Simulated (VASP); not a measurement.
All values below come from PBEsol GGA, VASP's PBE PAW potentials (set 64) (plane waves; VASP).

VASP ran on this input.

KPOINTS:
```
K-points
0
G
7 7 4
```

**INCAR**
```
SYSTEM  =  CdSe
EDIFF  =  1E-6   # SCF stop (eV)
EDIFFG  =  -0.01   # ionic stop
NSW  =  60   # most ionic steps
LASPH  =  .TRUE.   # aspherical one-centre terms
ISIF  =  3   # ions, shape and volume
NELM  =  100
LREAL  =  .FALSE.
LCHARG  =  .FALSE.
GGA  =  PS   # PBEsol
SIGMA  =  0.05   # width (eV)
PREC  =  Accurate
ENCUT  =  520
LWAVE  =  .FALSE.
ALGO  =  Normal
ISMEAR  =  0
IBRION  =  2   # conjugate gradients
LMAXMIX  =  4   # l cut-off of mixed one-centre charges
```

### POSCAR
```
CdSe
1.0
  2.1500000000  -3.7239090000   0.0000000000
  2.1500000000   3.7239090000   0.0000000000
  0.0000000000   0.0000000000   7.0100000000
Cd Se
2 2
Cart
  2.1500000000  -1.2413054826   3.5050000000
  2.1500000000   1.2413054826   0.0000000000
  2.1500000000  -1.2413054826   6.1407600000
  2.1500000000   1.2413054826   2.6357600000
```

POTCAR, in this order: Cd Se (PBE.64 set). Program: vasp_std.

Output

OSZICAR:
```
       N       E                     dE             d eps       ncg     rms          rms(c)
DAV:   1     0.244464691915E+03    0.24446E+03   -0.17452E+04  1056   0.148E+03
DAV:   2     0.318860727666E+00   -0.24415E+03   -0.23893E+03  1170   0.350E+02
DAV:   3    -0.129926763508E+02   -0.13312E+02   -0.13272E+02  1266   0.821E+01
DAV:   4    -0.131079366590E+02   -0.11526E+00   -0.11523E+00  1182   0.743E+00
DAV:   5    -0.131088839387E+02   -0.94728E-03   -0.94725E-03  1278   0.628E-01    0.888E+00
DAV:   6    -0.123898747310E+02    0.71901E+00   -0.17205E+00  1364   0.143E+01    0.694E+00
DAV:   7    -0.123542108765E+02    0.35664E-01   -0.56606E-01  1158   0.435E+00    0.283E+00
DAV:   8    -0.123497338872E+02    0.44770E-02   -0.70940E-02  1134   0.308E+00    0.389E-01
DAV:   9    -0.123490673265E+02    0.66656E-03   -0.10198E-02  1218   0.135E+00    0.131E-01
DAV:  10    -0.123490731673E+02   -0.58408E-05   -0.90276E-04  1188   0.370E-01    0.670E-02
DAV:  11    -0.123491381456E+02   -0.64978E-04   -0.17778E-04  1170   0.997E-02    0.199E-02
DAV:  12    -0.123491259829E+02    0.12163E-04   -0.80276E-05  1330   0.980E-02    0.833E-03
DAV:  13    -0.123491277725E+02   -0.17896E-05   -0.93152E-06  1134   0.239E-02    0.542E-03
DAV:  14    -0.123491276208E+02    0.15173E-06   -0.84003E-07   816   0.573E-03
   1 F= -.12349128E+02 E0= -.12349128E+02  d E =-.123491E+02
       N       E                     dE             d eps       ncg     rms          rms(c)
DAV:   1    -0.123981728965E+02   -0.49045E-01   -0.10593E+00  1116   0.113E+01    0.163E+00
DAV:   2    -0.123557196168E+02    0.42453E-01   -0.11644E-01  1080   0.440E+00    0.555E-01
DAV:   3    -0.123512885970E+02    0.44310E-02   -0.12675E-02  1140   0.978E-01    0.494E-01
DAV:   4    -0.123505646674E+02    0.72393E-03   -0.10526E-03  1080   0.219E-01    0.805E-02
DAV:   5    -0.123504729746E+02    0.91693E-04   -0.41267E-04  1224   0.240E-01    0.266E-02
DAV:   6    -0.123504745414E+02   -0.15668E-05   -0.42486E-05  1104   0.601E-02    0.832E-03
DAV:   7    -0.123504748669E+02   -0.32542E-06   -0.11826E-06   780   0.792E-03
   2 F= -.12350475E+02 E0= -.12350475E+02  d E =-.134725E-02
       N       E                     dE             d eps       ncg     rms          rms(c)
DAV:   1    -0.123534830792E+02   -0.30085E-02   -0.62812E-02  1116   0.272E+00    0.387E-01
DAV:   2    -0.123509201055E+02    0.25630E-02   -0.71528E-03  1080   0.109E+00    0.130E-01
DAV:   3    -0.123506636384E+02    0.25647E-03   -0.78563E-04  1134   0.239E-01    0.115E-01
DAV:   4    -0.123506335064E+02    0.30132E-04   -0.61778E-05  1074   0.592E-02    0.172E-02
DAV:   5    -0.123506297336E+02    0.37728E-05   -0.26167E-05  1212   0.612E-02    0.785E-03
DAV:   6    -0.123506304138E+02   -0.68024E-06   -0.25328E-06   692   0.152E-02
   3 F= -.12350630E+02 E0= -.12350630E+02  d E =-.150279E-02
```

### OUTCAR
```
------------------------ aborting loop because EDIFF is reached ----------------------------------------
  FORCE on cell =-STRESS in cart. coord.  units (eV):
  Direction    XX          YY          ZZ          XY          YZ          ZX
  --------------------------------------------------------------------------------------
  Total       -0.0116586     -0.0116586      0.0037408      0.0000000      0.0000000      0.0000000
  in kB       -0.1649104     -0.1649104      0.0529129      0.0000000      0.0000000      0.0000000
  external PRESSURE =      -0.0923026 kB  Pullay stress =       0.0000000 kB
  volume of cell :      113.27
      direct lattice vectors                 reciprocal lattice vectors
     2.156310299 -3.734838757  0.000000000     0.231877574 -0.133874588  0.000000000
     2.156310299  3.734838757  0.000000000     0.231877574  0.133874588  0.000000000
     0.000000000  0.000000000  7.032286789     0.000000000  0.000000000  0.142201254
  FREE ENERGIE OF THE ION-ELECTRON SYSTEM (eV)
  ---------------------------------------------------
  free  energy   TOTEN  =       -12.3506304138 eV

  energy  without entropy=      -12.3506304138  energy(sigma->0) =      -12.35063041

 reached required accuracy - stopping structural energy minimisation
```
(Selected blocks of OUTCAR.)

**CONTCAR**
```
CdSe
   1.00000000000000
     2.1563102993239180   -3.7348387569595931    0.0000000000000000
     2.1563102993239180    3.7348387569595931    0.0000000000000000
     0.0000000000000000    0.0000000000000000    7.0322867886912643
  Cd              Se
     2     2
Direct
     0.6666669999999968    0.3333330000000032    0.5000155756193999
     0.3333330000000032    0.6666669999999968    0.0000155756194000
     0.6666669999999968    0.3333330000000032    0.8759844243805978
     0.3333330000000032    0.6666669999999968    0.3759844243805976
```

The compound is CdSe in the wurtzite structure. This run relaxes it. Symmetry was kept, so distortions that lower it aren't found.
